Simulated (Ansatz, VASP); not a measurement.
# Cross-check of NaCdCuS2 between VASP and Ansatz, part 2 of 2

One calculation is typed for both programs; each brings its own data sets and cutoff. How far apart do they land? The cell is invented: As first built, before any earlier steps moved the atoms (in the runner's words): it takes the NaLiCdS2 structure with some of its atoms replaced by other elements, volume scaled by an estimate. It may not be a known or stable phase. The cell is taken from a series of VASP runs on this material, whose earlier steps may have relaxed, scaled or displaced it; both programs get it as it stands.

VASP 6.6.1 and Ansatz 0.2.0.

So far: The starting structure; VASP: band structure, BLYP with D3(BJ); Ansatz: band structure, BLYP with D3(BJ).

### Step 4. Differences

Known differences besides the potentials themselves: the data sets hold 60 valence electrons in Ansatz (default PAW (the set named soft_2) files) and 42 in VASP; the cutoff is 420 eV in Ansatz and 400 eV in VASP; Ansatz makes its cores anew for this functional, VASP keeps those of its PBE data sets; VASP leaves aspherical gradient terms in its spheres out (LASPH is not set), Ansatz keeps them; VASP's log shows a relativistic correction to its local exchange, Ansatz's none. Total energies have different zeros and are not compared.

Both answers:

```
                     quantity  Ansatz   VASP  difference
               pressure (GPa)    0.07   0.00       +0.07
gap over the path points (eV)   0.251  0.280      -0.029
```

Levels at points of the path, from each program's valence-band top (eV; 4 filled, then empty):

```
k (reciprocal lattice)                                  Ansatz                                    VASP
     0.000 0.000 0.000    -1.76 -1.76 0.00 0.00 0.25 1.81 4.82    -1.75 -1.75 0.00 0.00 0.28 1.85 4.84
     0.133 0.000 0.000  -1.92 -1.91 -0.80 -0.31 1.01 2.53 4.83  -1.92 -1.90 -0.79 -0.31 1.03 2.57 4.85
     0.300 0.000 0.000  -2.30 -1.87 -1.66 -1.09 1.94 2.92 3.52  -2.29 -1.87 -1.66 -1.09 1.97 2.95 3.55
     0.467 0.000 0.000  -2.41 -2.32 -1.60 -1.59 2.14 2.76 2.92  -2.42 -2.33 -1.60 -1.59 2.16 2.77 2.95
     0.467 0.067 0.000  -2.42 -2.33 -1.68 -1.58 2.24 2.80 3.08  -2.42 -2.34 -1.68 -1.59 2.27 2.82 3.11
     0.411 0.178 0.000  -2.46 -2.33 -1.92 -1.56 2.64 3.06 3.92  -2.46 -2.35 -1.92 -1.57 2.66 3.07 3.95
     0.356 0.289 0.000  -2.49 -2.33 -2.06 -1.55 2.97 3.18 3.72  -2.49 -2.35 -2.07 -1.56 2.99 3.19 3.75
     0.289 0.289 0.000  -2.48 -2.33 -2.02 -1.55 2.87 3.27 3.78  -2.48 -2.35 -2.02 -1.56 2.89 3.28 3.81
     0.178 0.178 0.000  -2.42 -1.87 -1.65 -1.33 2.16 3.59 4.06  -2.43 -1.86 -1.66 -1.33 2.19 3.62 4.09
     0.067 0.067 0.000  -1.94 -1.88 -0.66 -0.25 0.89 2.40 4.98  -1.94 -1.88 -0.65 -0.25 0.92 2.44 5.00
```

At this near-relaxed geometry the largest component of a force difference is 45 meV/Å. Among the levels compared at these points, filled levels agree within 17 meV and empty ones within 43 meV. Ansatz's pressure holds a Pulay correction of 0.03 GPa; VASP's holds none.

### Step 5. Other set-ups

Further runs change the set-up of one program: Ansatz's method, potentials or start, or VASP's data sets, cutoff or form of LDA. The table gives Ansatz less VASP for each quantity, since a change that brings one quantity closer may part another.

```
                                        run  r.m.s. force difference (meV/Å)  pressure (GPa)  gap over the path points (eV)
                                   as above                               16           0.070                         -0.029
                       cores kept as stored                               16           0.078                         -0.027
   Ansatz's larger PAW set (cutoff 1050 eV)                               16           0.094                         -0.028
norm-conserving potentials (cutoff 1252 eV)                               15            0.11                        -5.0e-4
```

### Step 6. VASP: single point, BLYP with D3(BJ)

A single point gives forces, pressure and levels at one fixed geometry, so differences don't come from the geometry; what else differs is listed under the comparison.

The input, INCAR:

```
SYSTEM = NaCdCuS2
PREC = Accurate
ENCUT = 400
EDIFF = 1E-06
NELM = 100
ISMEAR = -5
SIGMA = 0.05
LREAL = .FALSE.
ALGO = Normal
GGA = B5
ALDAX = 1
AGGAX = 1
AGGAC = 1
ALDAC = 0
IVDW = 12
VDW_S6 = 1
VDW_S8 = 2.6996
VDW_A1 = 0.4298
VDW_A2 = 4.2359
NBANDS = 36
LORBIT = 11
LWAVE = .FALSE.
LCHARG = .FALSE.
KPAR = 2
NEDOS = 2001
```

The input, POSCAR:

```
NaCdCuS2
1.0
    3.9446694718      0.0000000000      0.0000000000
   -1.9723347359      3.4161833978      0.0000000000
    0.0000000000      0.0000000000      7.1372133519
Cd Cu S Na
1 1 2 1
Direct
    0.0000000000      0.0000000000      0.3735315838
    0.6666666700      0.3333333300      0.7092428059
    0.6666666700      0.3333333300      0.2075360212
    0.0000000000      0.0000000000      0.7282440751
    0.3333333300      0.6666666700      0.9814465139
```

The input, KPOINTS:

```
Automatic mesh
0
Gamma
8 8 4
0 0 0
```

The projector-augmented-wave data sets are Cd, Cu, S and Na_pv (PBE family, release 64).

The run is started by

```console
$ mpirun -np 2 vasp_std
```

Numbers of over 12 decimals in the logs are rounded to 6 here.

Log:

```text
[banner, memory and clock lines left out]
running    2 mpi-ranks, on    1 nodes
[...]
[... a notice as in an earlier step ...]

 LDA part: xc-table for (Slater(with rela. corr.)+VWN5), standard interpolation
 POSCAR, INCAR and KPOINTS ok, starting setup
[...]
entering main loop
       N       E                     dE             d eps       ncg     rms          rms(c)
DAV:   1     0.360156698301E+03    0.36016E+03   -0.16437E+04  2524   0.112E+03
DAV:   2     0.186209518472E+02   -0.34154E+03   -0.31884E+03  2592   0.320E+02
DAV:   3    -0.154231192684E+02   -0.34044E+02   -0.33135E+02  3032   0.108E+02
DAV:   4    -0.167389502593E+02   -0.13158E+01   -0.13095E+01  3092   0.207E+01
[...]
DAV:  13    -0.147740969313E+02   -0.14129E-04   -0.72474E-05  3648   0.113E-01    0.141E-02
DAV:  14    -0.147740963308E+02    0.60042E-06   -0.17035E-05  3504   0.755E-02    0.546E-03
DAV:  15    -0.147740965807E+02   -0.24986E-06   -0.24401E-06  2424   0.105E-02
   1 F= -.18594612E+02 E0= -.18594612E+02  d E =0.000000E+00
```

OUTCAR, selected parts (step 6):

```text
 Edisp (eV)   -3.82052

  Total      -0.00076    -0.00076     0.00249     0.00000     0.00000     0.00000
  in kB      -0.01258    -0.01258     0.04151     0.00000     0.00000     0.00000
  external pressure =        0.01 kB  Pullay stress =        0.00 kB

 POSITION                                       TOTAL-FORCE (eV/Angst)
 -----------------------------------------------------------------------------------
      0.00000      0.00000      2.66597        -0.000000     -0.000000     -0.008451
      1.97233      1.13873      5.06202         0.000000     -0.000000      0.001197
      1.97233      1.13873      1.48123         0.000000     -0.000000      0.005139
      0.00000      0.00000      5.19763        -0.000000     -0.000000      0.003427
     -0.00000      2.27746      7.00479         0.000000      0.000000     -0.001311
 -----------------------------------------------------------------------------------
    total drift:                               -0.000008     -0.000008     -0.001210

  FREE ENERGIE OF THE ION-ELECTRON SYSTEM (eV)
  ---------------------------------------------------
  free  energy   TOTEN  =       -18.5946115889 eV

  energy  without entropy=      -18.5946115889  energy(sigma->0) =      -18.59461159

[... 1 part as in an earlier step ...]

[... 2 further parts left out ...]
[key lines of the parts left out:]
E-fermi :   4.5498
```

The run ends at a pressure of 0.00 GPa, with forces up to 0.0085 eV/Å.

### Step 7. Ansatz: single point, BLYP with D3(BJ)

The same cell, functional (in two slightly different forms), mesh and smearing now go to Ansatz, which takes its cutoff from its data sets.

The cell is taken from a series of VASP runs on this material, whose earlier steps may have relaxed, scaled or displaced it; both programs get it as it stands.

The input, input.yaml:

```yaml
crystal:
  lattice:
    - [3.9446694718, 0.0, 0.0]
    - [-1.9723347359, 3.4161833978, 0.0]
    - [0.0, 0.0, 7.1372133519]
  atoms:
    - { symbol: Cd, position: [0.0, 0.0, 0.3735315838] }
    - { symbol: Cu, position: [0.66666667, 0.33333333, 0.7092428059] }
    - { symbol: S, position: [0.66666667, 0.33333333, 0.2075360212] }
    - { symbol: S, position: [0.0, 0.0, 0.7282440751] }
    - { symbol: Na, position: [0.33333333, 0.66666667, 0.9814465139] }
hamiltonian:
  xc: blyp
  pseudopotentials: { kind: paw }
  dispersion: d3bj
kpoints:
  mp_grid: { grid: [8, 8, 4] }
scf:
  occupations: { method: tetrahedron }
output:
  forces: true
  stress: true
```

The run is started by

```console
$ ansatz run input.yaml --threads 2 --pin off --max-ram 4608MiB --backend cpu --events-out ev --progress --plain --runs-dir out
```

Log:

```text
Warning: output.forces, output.stress, relax.cell or npt_langevin: where a Kohn–Sham band that disperses or a degenerate level is filled in part under the method tetrahedron, the forces or the stress that this run publishes need not agree with its energy (scf.occupations.method in the input reference, under Limitations); prefer a smearing scheme for the forces or the stress
[...]
k-point 0: bands = [... 26 lower, 7.5842, 7.5842, 9.3366, 9.3366, 9.5910, 11.1460, 14.1556, 14.8923, ... 2 higher]
  k-point 1: bands = [... 26 lower, 7.5952, 7.5952, 9.3264, 9.3264, 10.1121, 11.1416, 13.7353, 14.8604, ... 2 higher]
  k-point 2: bands = [... 26 lower, 7.6060, 7.6060, 9.3160, 9.3160, 10.7270, 11.0393, 13.3579, 14.8224, ... 2 higher]
  k-point 34: bands = [... 26 lower, 6.9185, 7.2877, 7.5828, 7.8689, 11.4782, 11.7251, 13.2486, 14.3750, ... 2 higher]
[key lines of the parts left out:]
SCF converged after 9 iterations
Free energy (F): -18214.074456 eV
Fermi energy:    9.336635 eV
P = ⅓ Tr σ = 0.0720 GPa (0.720 kbar)
```

Run time: 5.1 s. Hardware: 2 threads of Arm Neoverse V2, shared host; peak memory 0.4 GiB.

The run ends at a pressure of 0.07 GPa, with forces up to 0.050 eV/Å.

### Step 8. Side by side

The two programs side by side:

```
              quantity  Ansatz   VASP  difference
        pressure (GPa)    0.07   0.00       +0.07
gap on the k mesh (eV)   0.254  0.283      -0.029
```

At this near-relaxed geometry the largest component of a force difference is 45 meV/Å. A gap on the mesh is an upper bound, since the band edges may lie between its points. Ansatz's pressure holds a Pulay correction of 0.03 GPa; VASP's holds none.

### Step 9. Further runs

Further runs change the set-up of one program: Ansatz's method, potentials or start, or VASP's data sets, cutoff or form of LDA. The table gives Ansatz less VASP for each quantity, since a change that brings one quantity closer may part another.

```
                                        run  r.m.s. force difference (meV/Å)  pressure (GPa)  gap on the k mesh (eV)
                                   as above                               16           0.071                  -0.029
                       cores kept as stored                               16           0.079                  -0.027
   Ansatz's larger PAW set (cutoff 1050 eV)                               16           0.095                  -0.028
norm-conserving potentials (cutoff 1252 eV)                               15            0.11                 -8.2e-4
```

### Step 10. Summary of results

| Property | Result |
| --- | --- |
| r.m.s. force difference (band structure, BLYP with D3(BJ)) | 16 meV/Å |
| r.m.s. force difference (single point, BLYP with D3(BJ)) | 16 meV/Å |

**Reading.** The r.m.s. force difference is 16 meV/Å (single point, BLYP with D3(BJ)), beyond the 12 meV/Å picked in this series as the mark of a large difference. Band structure, BLYP with D3(BJ), Ansatz's larger PAW set (cutoff 1050 eV): the difference in pressure goes from 0.070 to 0.094 GPa. Band structure, BLYP with D3(BJ), norm-conserving potentials (cutoff 1252 eV): the difference in pressure goes from 0.070 to 0.11 GPa; the difference in gap over the path points goes from -0.029 to -5.0e-4 eV. Single point, BLYP with D3(BJ), Ansatz's larger PAW set (cutoff 1050 eV): the difference in pressure goes from 0.071 to 0.095 GPa. Single point, BLYP with D3(BJ), norm-conserving potentials (cutoff 1252 eV): the difference in pressure goes from 0.071 to 0.11 GPa; the difference in gap on the k mesh goes from -0.029 to -8.2e-4 eV. Such differences can come from data sets, numerical settings and the points named under the comparisons, not from the functional's error against experiment.

[Lines on the potential files, build, host, timing and source positions are cut from VASP's logs without a mark.]

[Logs are printed without paths, hosts, clocks, repeated set-up lines and the standing remarks that a program may print on its own settings, such as how far it seeks lower states.]

[Hosts, paths, dates, database ids (printed as entryN), source tags and the programs' standing remarks are cut or masked in the printed files.]
